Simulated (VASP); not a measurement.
Level of theory: RPBE GGA, VASP's PBE PAW potentials (set 64) (plane waves; VASP 6.6.1).

VASP input:

### KPOINTS
```
Automatic mesh
0
Gamma
3 3 3
0 0 0
```

### INCAR
```
ALGO  =  Normal
EDIFF  =  1E-6
ENCUT  =  300
GGA  =  RP
ISIF  =  2
ISMEAR  =  0
LASPH  =  .True.
LCHARG  =  .False.
LMAXMIX  =  4
LREAL  =  .False.
LWAVE  =  .False.
NELM  =  100
PREC  =  Accurate
SIGMA  =  0.02
SYSTEM  =  Cs2AgBiBr6
```

File POSCAR:
```
Cs2AgBiBr6
1
    0.0000000000     5.7108340000     5.7108340000
    5.7108340000     0.0000000000     5.7108340000
    5.7108340000     5.7108340000     0.0000000000
Cs Ag Bi Br
2 1 1 6
Direct
  0.7500000000   0.7500000000   0.7500000000
  0.2500000000   0.2500000000   0.2500000000
  0.5000000000   0.5000000000   0.5000000000
  0.0000000000   0.0000000000   0.0000000000
  0.7491900000   0.2508100000   0.2508100000
  0.2508100000   0.7491900000   0.7491900000
  0.2508100000   0.7491900000   0.2508100000
  0.7491900000   0.2508100000   0.7491900000
  0.2508100000   0.2508100000   0.7491900000
  0.7491900000   0.7491900000   0.2508100000
```

POTCAR, in this order: Cs_sv Ag Bi_d Br (PBE.64 set). Program: vasp_std.

Output

File OUTCAR:
```
 ion  position               nearest neighbor table
   1  0.750  0.750  0.750-
   2  0.250  0.250  0.250-
   3  0.500  0.500  0.500-   5 2.85   6 2.85   7 2.85   8 2.85   9 2.85  10 2.85
   4  0.000  0.000  0.000-   5 2.86   6 2.86   7 2.86   8 2.86   9 2.86  10 2.86
   5  0.749  0.251  0.251-   3 2.85   4 2.86
   6  0.251  0.749  0.749-   3 2.85   4 2.86
   7  0.251  0.749  0.251-   3 2.85   4 2.86
   8  0.749  0.251  0.749-   3 2.85   4 2.86
   9  0.251  0.251  0.749-   3 2.85   4 2.86
  10  0.749  0.749  0.251-   3 2.85   4 2.86
  LATTYP: Found a face centered cubic cell.
 ALAT       =    11.4216680000
 Subroutine PRICEL returns:
 Original cell was already a primitive cell.
 Subroutine GETGRP returns: Found 48 space group operations
The static configuration has the point symmetry O_h .
The dynamic configuration has the point symmetry O_h .
 Subroutine INISYM returns: Found 48 space group operations
 Subroutine IBZKPT returns following result:
 Found      4 irreducible k-points:

 Following reciprocal coordinates:
            Coordinates               Weight
  0.000000  0.000000  0.000000      1.000000
...
```

File OSZICAR:
```
       N       E                     dE             d eps       ncg     rms          rms(c)
DAV:   1     0.568826469098E+03    0.56883E+03   -0.27887E+04   424   0.957E+02
DAV:   2     0.253287257513E+02   -0.54350E+03   -0.53303E+03   519   0.254E+02
DAV:   3    -0.270937594850E+02   -0.52422E+02   -0.52216E+02   472   0.981E+01
DAV:   4    -0.284419192624E+02   -0.13482E+01   -0.13453E+01   480   0.194E+01
DAV:   5    -0.284845535083E+02   -0.42634E-01   -0.42614E-01   576   0.295E+00    0.761E+00
DAV:   6    -0.271627601709E+02    0.13218E+01   -0.23073E+00   520   0.877E+00    0.517E+00
DAV:   7    -0.271051327365E+02    0.57627E-01   -0.12679E+00   496   0.443E+00    0.237E+00
DAV:   8    -0.271295890416E+02   -0.24456E-01   -0.12119E-01   448   0.186E+00    0.594E-01
DAV:   9    -0.271354118772E+02   -0.58228E-02   -0.13422E-02   464   0.664E-01    0.159E-01
DAV:  10    -0.271372400756E+02   -0.18282E-02   -0.25822E-03   480   0.218E-01    0.110E-01
DAV:  11    -0.271380349476E+02   -0.79487E-03   -0.96917E-04   464   0.136E-01    0.230E-02
DAV:  12    -0.271380825116E+02   -0.47564E-04   -0.66272E-05   456   0.368E-02    0.162E-02
DAV:  13    -0.271381036633E+02   -0.21152E-04   -0.69689E-05   464   0.307E-02    0.996E-03
DAV:  14    -0.271381023529E+02    0.13103E-05   -0.69574E-06   480   0.120E-02    0.135E-03
DAV:  15    -0.271381027216E+02   -0.36869E-06   -0.87572E-07   304   0.443E-03
   1 F= -.27138103E+02 E0= -.27138103E+02  d E =-.304282E-33
```

**OUTCAR**
```
------------------------ aborting loop because EDIFF is reached ----------------------------------------
  FORCE on cell =-STRESS in cart. coord.  units (eV):
  Direction    XX          YY          ZZ          XY          YZ          ZX
  --------------------------------------------------------------------------------------
  Total        4.3025420      4.3025420      4.3025420     -0.0000000      0.0000000     -0.0000000
  in kB       18.5057671     18.5057671     18.5057671     -0.0000000      0.0000000     -0.0000000
  external PRESSURE =      18.5057671 kB  Pullay stress =       0.0000000 kB
  volume of cell :      372.50
      direct lattice vectors                 reciprocal lattice vectors
     0.000000000  5.710834000  5.710834000    -0.087552886  0.087552886  0.087552886
     5.710834000  0.000000000  5.710834000     0.087552886 -0.087552886  0.087552886
     5.710834000  5.710834000  0.000000000     0.087552886  0.087552886 -0.087552886
 POSITION                                       TOTAL-FORCE (eV/Angst)
 -----------------------------------------------------------------------------------
      8.56625      8.56625      8.56625         0.000000      0.000000      0.000000
      2.85542      2.85542      2.85542         0.000000      0.000000     -0.000000
      5.71083      5.71083      5.71083         0.000000      0.000000      0.000000
      0.00000      0.00000      0.00000         0.000000      0.000000     -0.000000
      2.86467      5.71083      5.71083         0.051387      0.000000      0.000000
      8.55700      5.71083      5.71083        -0.051387      0.000000      0.000000
      5.71083      2.86467      5.71083         0.000000      0.051387      0.000000
      5.71083      8.55700      5.71083         0.000000     -0.051387      0.000000
      5.71083      5.71083      2.86467         0.000000      0.000000      0.051387
      5.71083      5.71083      8.55700         0.000000      0.000000     -0.051387
 -----------------------------------------------------------------------------------
    total drift:                               -0.000000     -0.000000     -0.000000
  FREE ENERGIE OF THE ION-ELECTRON SYSTEM (eV)
  ---------------------------------------------------
  free  energy   TOTEN  =       -27.1381027216 eV

  energy  without entropy=      -27.1381027216  energy(sigma->0) =      -27.13810272
```
(Selected blocks of OUTCAR.)

At this cut-off the stress carries a Pulay error, which pulls relaxed volumes low.

The structure comes from a computed database's Cs2AgBiBr6 entry; how it stands against other phases isn't given here. The cell was not relaxed at this level. The run is one of a series of settings (GGA = RP against the base run), some of them coarse on purpose.
